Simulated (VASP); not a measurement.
Here is the system:

```yaml
crystal:
  lattice:
    - [0.00000, 1.93391, 1.93391]
    - [1.93391, 0.00000, 1.93391]
    - [1.93391, 1.93391, 0.00000]
  atoms:
    - { symbol: Li, position: [0.00000, 0.00000, 0.00000] }
    - { symbol: H, position: [0.50000, 0.50000, 0.50000] }
```

Method: PBE GGA with D3 dispersion (Becke-Johnson damping), VASP's PBE PAW potentials (set 64) (plane waves; VASP). Run with 520 eV cut-off, 13×13×13 Γ-centred mesh, tetrahedra with Blöchl corrections, potentials Li_sv H.

Question: Estimate the energy per atom (σ→0).

Answer: 
The energy per atom (σ→0) comes out as -3.238 eV/atom.

The absolute energy has meaning only against runs of the same code, potentials and settings.

The compound is LiH in the rock salt structure. It was relaxed first, which changed the volume by -15 %.
